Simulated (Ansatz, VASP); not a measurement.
**Cross-check of PtSe2 between VASP and Ansatz**

Aim: how closely do two programs agree when they are given the same cell, functional and k mesh? The start cell is built, not measured: As first built, before any earlier steps moved the atoms (in the runner's words): it takes the PtS2 structure with some of its atoms replaced by other elements, volume scaled by an estimate. The cell is taken from a series of VASP runs on this material, whose earlier steps may have relaxed, scaled or displaced it; both programs get it as it stands. Other levels of theory on this material are compared in a session of their own.

Method: plane waves, with VASP 6.6.1 beside it; band structure at PBE, band structure at PBE, spin-orbit coupling and band structure at r2SCAN, spin-orbit coupling, in Ansatz 0.2.0.

## Step 1: The starting structure

The structure is trigonal, space group P-3m1 (No. 164). The conventional cell has a = 3.785 Å, b = 3.785 Å, c = 5.384 Å, α = 90.00°, β = 90.00°, γ = 120.00°. Pt has 6 Se at 2.54 Å nearest. Nearest to Se lie 3 Pt at 2.54 Å. As first built, before any earlier steps moved the atoms (in the runner's words): sites of the PtS2 structure (space group 164) filled with other elements, volume scaled by an estimate. Farther neighbours and most contacts between anions are not listed.

## Step 2: VASP: band structure, PBE

A single point gives forces, pressure and levels at one fixed geometry, so differences don't come from the geometry; what else differs is listed under the comparison.

Lines of VASP's logs that name or quote its potential files are left out, and so is its time.

File INCAR:

```
SYSTEM = PtSe2
PREC = Accurate
ENCUT = 400
EDIFF = 1E-06
NELM = 100
ISMEAR = 0
SIGMA = 0.02
LREAL = .FALSE.
ALGO = Normal
GGA = PE
NBANDS = 24
LORBIT = 11
LWAVE = .FALSE.
LCHARG = .FALSE.
KPAR = 4
```

File POSCAR:

```
PtSe2
1.0
    3.7845975877      0.0000000000      0.0000000000
   -1.8922987938      3.2775575000      0.0000000000
    0.0000000000      0.0000000000      5.3840240956
Pt Se
1 2
Direct
    0.0000000000      0.0000000000      0.0000000000
    0.3333333300      0.6666666700      0.2389777842
    0.6666666700      0.3333333300      0.7610222158
```

File KPOINTS:

```
Automatic mesh
0
Gamma
4 4 3
0 0 0
```

File KPOINTS_OPT:

```
Line mode
16
Line-mode
Reciprocal
  0.00000000   0.00000000   0.00000000 GAMMA
  0.50000000   0.00000000   0.00000000 M

  0.50000000   0.00000000   0.00000000 M
  0.33333333   0.33333333   0.00000000 K

  0.33333333   0.33333333   0.00000000 K
  0.00000000   0.00000000   0.00000000 GAMMA

  0.00000000   0.00000000   0.00000000 GAMMA
  0.00000000   0.00000000   0.50000000 A

  0.00000000   0.00000000   0.50000000 A
  0.50000000   0.00000000   0.50000000 L

  0.50000000   0.00000000   0.50000000 L
  0.33333333   0.33333333   0.50000000 H

  0.33333333   0.33333333   0.50000000 H
  0.00000000   0.00000000   0.50000000 A

  0.50000000   0.00000000   0.50000000 L
  0.50000000   0.00000000   0.00000000 M

  0.33333333   0.33333333   0.00000000 K
  0.33333333   0.33333333   0.50000000 H
```

PAW data sets: Pt and Se (PBE family, release 64).

Launch:

```
$ mpirun -np 4 vasp_std
```

Numbers of over 12 decimals in the logs are rounded to 6 here.

Log:

```text
[banner, memory and clock lines left out]
running    4 mpi-ranks, on    1 nodes
 distrk:  each k-point on    1 cores,    4 groups
 distr:  one band on    1 cores,    1 groups

 POSCAR found type information on POSCAR PtSe
 POSCAR found :  2 types and       3 ions
 LDA part: xc-table for (Slater+PW92), standard interpolation
 POSCAR, INCAR and KPOINTS ok, starting setup
 FFT: planning ... GRIDC
 FFT: planning ... GRID_SOFT
 FFT: planning ... GRID
 WAVECAR not read
 entering main loop
       N       E                     dE             d eps       ncg     rms          rms(c)
DAV:   1     0.886814430594E+02    0.88681E+02   -0.81031E+03   448   0.634E+02
DAV:   2    -0.113260812486E+02   -0.10001E+03   -0.94809E+02   536   0.155E+02
DAV:   3    -0.150862904619E+02   -0.37602E+01   -0.37399E+01   544   0.292E+01
DAV:   4    -0.151106020601E+02   -0.24312E-01   -0.24310E-01   504   0.262E+00
DAV:   5    -0.151109478826E+02   -0.34582E-03   -0.34582E-03   544   0.316E-01    0.117E+01
DAV:   6    -0.145635555773E+02    0.54739E+00   -0.34322E+00   456   0.138E+01    0.743E+00
DAV:   7    -0.143085467468E+02    0.25501E+00   -0.72388E-01   448   0.649E+00    0.362E+00
DAV:   8    -0.142905034132E+02    0.18043E-01   -0.37617E-02   552   0.116E+00    0.777E-01
DAV:   9    -0.142897991791E+02    0.70423E-03   -0.27241E-03   496   0.375E-01    0.190E-01
DAV:  10    -0.142899365781E+02   -0.13740E-03   -0.55864E-04   512   0.115E-01    0.255E-02
DAV:  11    -0.142899493201E+02   -0.12742E-04   -0.40628E-05   552   0.301E-02    0.219E-02
DAV:  12    -0.142899534668E+02   -0.41467E-05   -0.58273E-06   504   0.116E-02    0.592E-03
DAV:  13    -0.142899540747E+02   -0.60790E-06   -0.84561E-07   472   0.447E-03
   1 F= -.14289954E+02 E0= -.14289512E+02  d E =-.884620E-03
 Start KPOINTS_OPT (optional k-point list driver)
k-point batch [1-9\144]
       N       E                     dE             ncg
DAV:   1     0.912401573487E+03   -0.34241E+03      448
DAV:   2     0.258578346046E+02   -0.88654E+03      520
DAV:   3    -0.110827253252E+02   -0.36941E+02      552
DAV:   4    -0.113442002022E+02   -0.26147E+00      464
DAV:   5    -0.113489821853E+02   -0.47820E-02      560
DAV:   6    -0.113491036458E+02   -0.12146E-03      504
DAV:   7    -0.113491070277E+02   -0.33819E-05      552
DAV:   8    -0.113491071086E+02   -0.80911E-07      384
[...]
k-point batch [136-144\144]
       N       E                     dE             ncg
DAV:   1     0.799801300318E+03   -0.56299E+04      440
DAV:   2    -0.640361416276E+02   -0.86384E+03      568
DAV:   3    -0.952912173721E+02   -0.31255E+02      512
DAV:   4    -0.955108390200E+02   -0.21962E+00      536
DAV:   5    -0.955148698648E+02   -0.40308E-02      552
DAV:   6    -0.955149771549E+02   -0.10729E-03      552
DAV:   7    -0.955149803284E+02   -0.31735E-05      552
DAV:   8    -0.955149804081E+02   -0.79706E-07      408
```

OUTCAR, selected parts (step 2):

```text
ion  position               nearest neighbor table
   1  0.000  0.000  0.000-   2 2.54   3 2.54   3 2.54   2 2.54   3 2.54   2 2.54
   2  0.333  0.667  0.239-   1 2.54   1 2.54   1 2.54
   3  0.667  0.333  0.761-   1 2.54   1 2.54   1 2.54

  LATTYP: Found a hexagonal cell.
 ALAT       =     3.7845975877
 C/A-ratio  =     1.4226146825

 Subroutine GETGRP returns: Found 12 space group operations
 (whereof 12 operations were pure point group operations)

The static configuration has the point symmetry D_3d.

 Found      9 irreducible k-points:

   k-points           NKPTS =      9   k-points in BZ     NKDIM =      9   number of bands    NBANDS=     24

   dimension x,y,z NGX =    28 NGY =   28 NGZ =   36
   dimension x,y,z NGXF=    56 NGYF=   56 NGZF=   72

   ENCUT  =  400.0 eV  29.40 Ry    5.42 a.u.   6.17  6.17  8.78*2*pi/ulx,y,z

   NELECT =      22.0000    total number of electrons

 k-points in reciprocal lattice and weights: Automatic mesh
   0.00000000  0.00000000  0.00000000       0.021
   0.25000000  0.00000000  0.00000000       0.125
   0.50000000  0.00000000  0.00000000       0.062
   0.25000000  0.25000000  0.00000000       0.125
   0.00000000  0.00000000  0.33333333       0.042
   0.25000000  0.00000000  0.33333333       0.125
   0.00000000  0.25000000  0.33333333       0.125
   0.50000000  0.00000000  0.33333333       0.125
   0.25000000  0.25000000  0.33333333       0.250

 average (electrostatic) potential at core
       1 -69.6225       2 -53.7724       3 -53.7724

 E-fermi :   5.4028

 k-point     1 :       0.0000    0.0000    0.0000
  band No.  band energies     occupation
    ...
      6       1.6593      2.00000
      7       1.6593      2.00000
      8       2.9723      2.00000
      9       4.3594      2.00000
     10       4.3594      2.00000
     11       5.4471      0.00176
     12       6.9477      0.00000
     13       6.9477      0.00000
     14       9.1548      0.00000
     15       9.3501      0.00000
    ...

 k-point     2 :       0.2500    0.0000    0.0000
  band No.  band energies     occupation
    ...
      7       1.4061      2.00000
      8       2.1730      2.00000
      9       3.4682      2.00000
     10       3.7807      2.00000
     11       4.2291      2.00000
     12       6.4430      0.00000
     13       7.0354      0.00000
     14      10.1152      0.00000
     15      11.5039      0.00000
     16      12.9756      0.00000
    ...

 k-point     3 :       0.5000    0.0000    0.0000
  band No.  band energies     occupation
    ...
      7       2.1390      2.00000
      8       2.1593      2.00000
      9       2.1891      2.00000
     10       2.2228      2.00000
     11       2.5511      2.00000
     12       6.1523      0.00000
     13       7.4289      0.00000
     14       9.8164      0.00000
     15      11.0526      0.00000
     16      12.5435      0.00000
    ...

  Total        0.1431416      0.1431416     -0.3116799      0.0000000      0.0000000     -0.0000000
  in kB        3.4339930      3.4339927     -7.4772579      0.0000000      0.0000000     -0.0000000
  external PRESSURE =      -0.2030907 kB  Pullay stress =       0.0000000 kB

  energy-cutoff  :      400.00
  volume of cell :       66.78
      direct lattice vectors                 reciprocal lattice vectors
     3.784597588  0.000000000  0.000000000     0.264228885  0.152552625  0.000000000
    -1.892298794  3.277557500  0.000000000     0.000000000  0.305105250  0.000000000
     0.000000000  0.000000000  5.384024096     0.000000000  0.000000000  0.185734681

 POSITION                                       TOTAL-FORCE (eV/Angst)
 -----------------------------------------------------------------------------------
      0.00000      0.00000      0.00000         0.000000      0.000000      0.000000
     -0.00000      2.18504      1.28666        -0.000000      0.000000      0.035842
      1.89230      1.09252      4.09736         0.000000      0.000000     -0.035842
 -----------------------------------------------------------------------------------
    total drift:                                0.000000      0.000000      0.000000

  FREE ENERGIE OF THE ION-ELECTRON SYSTEM (eV)
  ---------------------------------------------------
  free  energy   TOTEN  =       -14.2899540747 eV

  energy  without entropy=      -14.2890694550  energy(sigma->0) =      -14.28951176

 total charge
# of ion       s       p       d       tot
------------------------------------------
    1        0.665   0.664   7.996   9.326
    2        1.485   2.215   0.059   3.758
    3        1.485   2.215   0.059   3.758
--------------------------------------------------
tot          3.636   5.093   8.113  16.843

[... 3 further parts left out ...]
```

The run ends at a pressure of -0.02 GPa, with forces up to 0.036 eV/Å.

## Step 3: Ansatz: band structure, PBE

Ansatz runs on its default PAW (the set named soft_2) files.

The same cell, functional, mesh and smearing now go to Ansatz, which takes its cutoff from its data sets.

File input.yaml:

```yaml
crystal:
  lattice:
    - [3.7845975877, 0.0, 0.0]
    - [-1.8922987938, 3.2775575, 0.0]
    - [0.0, 0.0, 5.3840240956]
  atoms:
    - { symbol: Pt, position: [0.0, 0.0, 0.0] }
    - { symbol: Se, position: [0.33333333, 0.66666667, 0.2389777842] }
    - { symbol: Se, position: [0.66666667, 0.33333333, 0.7610222158] }
hamiltonian:
  xc: pbe
  pseudopotentials: { kind: paw }
kpoints:
  mp_grid: { grid: [4, 4, 3] }
  band_path:
    path:
      - [0.0, 0.0, 0.0]
      - [0.13333, 0.0, 0.0]
      - [0.3, 0.0, 0.0]
      - [0.46667, 0.0, 0.0]
      - [0.46667, 0.06667, 0.0]
      - [0.41111, 0.17778, 0.0]
      - [0.35556, 0.28889, 0.0]
      - [0.28889, 0.28889, 0.0]
      - [0.17778, 0.17778, 0.0]
      - [0.06667, 0.06667, 0.0]
      - [0.0, 0.0, 0.03333]
      - [0.0, 0.0, 0.2]
      - [0.0, 0.0, 0.36667]
      - [0.0, 0.0, 0.5]
      - [0.16667, 0.0, 0.5]
      - [0.3, 0.0, 0.5]
      - [0.46667, 0.0, 0.5]
      - [0.46667, 0.06667, 0.5]
      - [0.41111, 0.17778, 0.5]
      - [0.35556, 0.28889, 0.5]
      - [0.28889, 0.28889, 0.5]
      - [0.17778, 0.17778, 0.5]
      - [0.06667, 0.06667, 0.5]
      - [0.5, 0.0, 0.46667]
      - [0.5, 0.0, 0.3]
      - [0.5, 0.0, 0.13333]
      - [0.33333, 0.33333, 0.0]
      - [0.33333, 0.33333, 0.16667]
      - [0.33333, 0.33333, 0.33333]
      - [0.33333, 0.33333, 0.5]
    npoints: 1
scf:
  occupations: { method: gaussian, width: 0.02 }
  n_extra_bands: 7
output:
  forces: true
  stress: true
  eigenvalues: true
  write_density: true
  write_potential: true
  elf: true
  volumetric_format: npy
```

Launch:

```
$ ansatz run input.yaml --threads 2 --pin off --max-ram 4608MiB --backend cpu --events-out ev --progress --plain --runs-dir out
```

Log:

```text
scf.n_extra_bands = 7 over 25 filled bands (N_el = 50.0): the run solves 32 bands
Engine: ansatz 0.2.0, aarch64-unknown-linux-gnu
Pseudopotentials: kind: paw
Pseudopotential: Pt, paw, valence charge 18, recommended cutoff 420 eV (normal), Pt.paw.azcp
Pseudopotential: Se, paw, valence charge 16, recommended cutoff 420 eV (normal), Se.paw.azcp
Functional definition: PBE
  parameter kappa = 0.804
  parameter beta = 0.066725
  exchange = pbe_x(kappa = kappa, mu = beta*pi^2/3)
  correlation = pbe_c(beta = beta)
Crystal: 3 atoms, lattice volume = 66.785 Å³
Basis set: ecut = 420 eV, 1277 PW (Γ), exchange–correlation on 54×54×72 points (8 copies of the dense FFT grid, shifted against one another)
Bands: 32, of which v1, the nominal top of the filled ones, is band 25 counted from 1 (24 counted from 0)
Symmetry: 12 space group operations
Space group: P-3m1 (ITA 164), of the structure as read, at distance tolerance 4.1e-5 Å
k-points: 9 of 48
Non-local potential: Pt, projectors of the file, l = 0: 3, l = 1: 2, l = 2: 2, l = 3: 1
Non-local potential: Se, projectors of the file, l = 0: 2, l = 1: 2, l = 2: 3, l = 3: 1
PAW form: soft (Blöchl's): semilocal exchange-correlation on the pseudo side does not see the compensation charge
PAW one-centre angular grid: Pt, 590 points (default); XC on 64 Gauss nodes
PAW one-centre angular grid: Se, 590 points (default); XC on 64 Gauss nodes
Initial density: superposition of atomic densities (neutral atoms: chi_scale 0, normalization atom), corrected by the library's trained network
Initial wavefunctions: pseudopotential atomic-orbital guess
Functional: x = pbe(κ = 0.804, μ = 0.219515), c = pbe(β = 0.066725)
SCF iter   1: F=—  HF=-23462.367389 eV  |F-HF|=—  |Δ(HF+E_count)|=         —  Δρ=2.27e-3  dr2=2.32e-3  ethr=1.77e-3  ⟨swp⟩=6.3  Hψ=1173  notcnv=0
preconditioner: auto → LDOS  [insulator: Δε(μ)=0.630 eV  Ē_g=11.143 eV  σ=0.020 eV  W_gap=0.84  n_scr=22 (ndim 8)  ℏωp=21.3 eV  f_vac=0.075  D(μ)=4.58/eV (n_scr^D=54)  ε∞_Penn≈4.7  β→1.0]
SCF iter   2: F=—  HF=-23462.369639 eV  |F-HF|=—  |Δ(HF+E_count)|=   2.25e-3  Δρ=1.09e-3  dr2=1.06e-3  ethr=4.63e-6  ⟨swp⟩=2.1  Hψ=623  notcnv=0  defer=18
SCF iter   3: F=—  HF=-23462.369319 eV  |F-HF|=—  |Δ(HF+E_count)|=   3.20e-4  Δρ=2.14e-4  dr2=3.23e-5  ethr=2.11e-6  ⟨swp⟩=2.0  Hψ=408  notcnv=0  defer=18
SCF iter   4: F=—  HF=-23462.369346 eV  |F-HF|=—  |Δ(HF+E_count)|=   2.74e-5  Δρ=5.25e-5  dr2=1.32e-6  ethr=6.45e-8  ⟨swp⟩=2.0  Hψ=369  notcnv=0  defer=18
SCF iter   5: F=—  HF=-23462.369348 eV  |F-HF|=—  |Δ(HF+E_count)|=   1.88e-6  Δρ=1.48e-5  dr2=1.19e-7  ethr=2.63e-9  ⟨swp⟩=2.1  Hψ=485  notcnv=0  defer=18
SCF iter   6: F=-23462.369348 eV  HF=-23462.369348 eV  |F-HF|=2.28e-8  |Δ(HF+E_count)|=   1.76e-7  Δρ=4.62e-6  dr2=2.29e-8  ethr=2.00e-10  ⟨swp⟩=12.1  Hψ=2076  notcnv=0
SCF 1 converged in 6 iterations: F = -23462.369348 eV  dr2 = 2.29e-8
  greatest PAW one-centre occupation: 1.000 electrons in one spin orbital (limit 2), on the Pt atom at site 0 (counted from 0), in its partial waves of l = 0
NSCF: frozen V_eff on 30 k-points
SCF converged after 6 iterations
Free energy (F): -23462.369348 eV
Harris-Foulkes:  -23462.369348 eV  (|F-HF|=2.28e-8)
Internal energy: -23462.368460 eV  (E = F + TS)
E sigma→0 (E₀):  -23462.368904 eV
Entropy (-TS):   -0.000888 eV (-0.296 meV/atom)
Fermi energy:    11.586675 eV
--- Per-component energies (eV) ---
  E_band       = -1035.029330
  E_kinetic    = 872.151525
  E_local      = -7313.058064  (includes V_loc(G=0)·N_el)
  E_nonlocal   = -990.327666
  E_hartree    = 3374.050969
  E_xc         = -469.509452
  E_vxc        = -498.313987  (∫ρ·V_xc dr)
  E_paw        = -13278.005169  (= ΣΔE_a)
  E_vpaw       = 146.422821  (= ΣTr[D̂ρ^β])
  E_aug_tail   = -0.001017  (compensation charges beyond the density's cutoff)
  E_ewald      = -5657.669585
  E_smearing   = -0.000888  (= −TS)
  E_closure    = -0.000000  (closes the sum)
  Σ components = -23462.369348   (vs F -23462.369348, Δ=0.00e0)
--- Forces (eV/Å), atoms counted from 1 ---
  atom   1  Pt     0.00000000     0.00000000     0.00000000
  atom   2  Se     0.00000000    -0.00000000     0.03352669
  atom   3  Se    -0.00000000     0.00000000    -0.03352669
  max |Σ_I F_I| component: 2.10e-30 eV/Å
--- Stress (GPa, compression-positive) ---
        0.370764       0.000000      -0.000000
        0.000000       0.370764      -0.000000
        0.000000      -0.000000      -0.638999
  P = ⅓ Tr σ = 0.0342 GPa (0.342 kbar)
--- Band table (eV; the first three rows and the last of 9) ---
  k-point 0: bands = [... 21 lower, 9.1392, 10.5330, 10.5330, 11.6238, 13.1319, 13.1319, 15.3363, 15.5251, ... 3 higher]
  k-point 1: bands = [... 21 lower, 9.0480, 10.1751, 10.3323, 10.3323, 13.5140, 13.5140, 16.0464, 16.8500, ... 3 higher]
  k-point 2: bands = [... 21 lower, 8.3418, 9.6389, 9.9535, 10.4032, 12.6311, 13.2204, 16.3022, 17.6840, ... 3 higher]
  k-point 8: bands = [... 21 lower, 8.3515, 8.6441, 9.1764, 9.8469, 12.2915, 13.1134, 16.8710, 18.0935, ... 3 higher]
```

Wall time 2.8 s (2 threads of Arm Neoverse N1, shared host); peak memory 0.32 GiB.

Reading the cycles: dr2 is the Hartree energy of the density residual (eV), the measure of convergence; HF is the Harris–Foulkes estimate of the energy, which meets the free energy F at convergence.

## Step 4: Side by side

Known differences besides the potentials themselves: the data sets hold 50 valence electrons in Ansatz (default PAW (the set named soft_2) files) and 22 in VASP; the cutoff is 420 eV in Ansatz and 400 eV in VASP; VASP leaves aspherical gradient terms in its spheres out (LASPH is not set), Ansatz keeps them. Total energies have different zeros and are not compared.

Compared:

```tsv
quantity	Ansatz	VASP	difference
pressure (GPa)	0.03	-0.02	+0.05
```

At this near-relaxed geometry the largest component of a force difference is 2 meV/Å. Levels from 3 eV below to 2 eV above the Fermi level differ by 10 meV r.m.s. and 18 meV at most; each VASP level is matched to the nearest of Ansatz, which flatters the figure a little. Ansatz's pressure holds a Pulay correction of 0.03 GPa; VASP's holds none.

[end of part 1 of 2]

[Lines on the potential files, build, host, timing and source positions are cut from VASP's logs without a mark.]

[Logs are printed without paths, hosts, clocks, repeated set-up lines and the standing remarks that a program may print on its own settings, such as how far it seeks lower states.]

[Hosts, paths, dates, database ids (printed as entryN), source tags and the programs' standing remarks are cut or masked in the printed files.]
